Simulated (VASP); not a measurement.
An input for Quantum ESPRESSO's pw.x (written as the equivalent of a VASP run, and not itself run):

```
&CONTROL
  calculation = 'vc-relax'
  pseudo_dir = './pseudo'
  outdir = './out'
  tprnfor = .true.
  tstress = .true.
  nstep = 60
  forc_conv_thr = 0.00078
/
&SYSTEM
  ibrav = 0
  nat = 8
  ntyp = 3
  ecutwfc = 84
  occupations = 'smearing'
  smearing = 'methfessel-paxton'
  degauss = 0.00735
  input_dft = 'pbesol'
/
&ELECTRONS
  conv_thr = 7.3e-08
  electron_maxstep = 100
/
&IONS
/
&CELL
/
ATOMIC_SPECIES
  Nb 92.906 Nb.upf
  N 14.007 N.upf
  Hf 178.490 Hf.upf
CELL_PARAMETERS angstrom
     4.4058555    0.0000000   -0.0000000
    -0.0000000    4.4058555   -0.0000000
     0.0000000   -0.0000000    4.4058555
ATOMIC_POSITIONS crystal
  Nb   0.0000000  0.0000000  0.0000000
  Nb   0.5000000  0.5000000  0.0000000
  Nb   0.5000000  0.0000000  0.5000000
  N    0.5000000  0.5000000  0.5000000
  N    0.0000000  0.0000000  0.5000000
  N    0.0000000  0.5000000  0.0000000
  N    0.5000000  0.0000000  0.0000000
  Hf   0.0000000  0.5000000  0.5000000
K_POINTS automatic
  6 6 6 0 0 0
```

Q: Translate this input to VASP (INCAR, KPOINTS, POSCAR, choice of POTCAR).

A: One answer among several that fit: 
### INCAR
```
NSW=60   ! most ionic steps
LWAVE=.FALSE.
SYSTEM=HfNb3N4
IBRION=2   ! conjugate gradients
LCHARG=.FALSE.
LASPH=.TRUE.
PREC=Accurate
ENCUT=520   ! plane-wave cut-off (eV)
NELM=100   ! most electronic steps
ISIF=3
LREAL=.FALSE.   ! projection in real space or not
SIGMA=0.1   ! width (eV)
GGA=PS   ! PBEsol
EDIFFG=-0.02   ! ionic stop
EDIFF=1E-6
ISMEAR=1
LMAXMIX=6   ! l cut-off of mixed one-centre charges
ALGO=Normal
```

### KPOINTS
```
Automatic mesh
0
Gamma
6 6 6
0 0 0
```

**POSCAR**
```
HfNb3N4
1
    4.4058555175     0.0000000000    -0.0000000000
   -0.0000000000     4.4058555175    -0.0000000000
    0.0000000000    -0.0000000000     4.4058555175
Nb N Hf
3 4 1
Direct
  0.0000000000   0.0000000000   0.0000000000
  0.5000000000   0.5000000000   0.0000000000
  0.5000000000   0.0000000000   0.5000000000
  0.5000000000   0.5000000000   0.5000000000
  0.0000000000   0.0000000000   0.5000000000
  0.0000000000   0.5000000000   0.0000000000
  0.5000000000   0.0000000000   0.0000000000
  0.0000000000   0.5000000000   0.5000000000
```

POTCAR, in this order: Nb_sv N Hf_pv (PBE.64 set). Program: vasp_std.

The two are equivalent in intent, not identical: the potentials are each code's own (VASP's PAW set, PseudoDojo norm-conserving files in pw.x), so ENCUT and ecutwfc are chosen apart and not converted; conv_thr bounds pw.x's estimated SCF error, while EDIFF bounds the energy change between steps; forc_conv_thr acts on force components and is met together with etot_conv_thr.

The structure was generated: HfNb3N4 was put into an ordered model structure (Pm-3m), which need not be its known phase. It was relaxed first. The start is the result of an earlier pass.
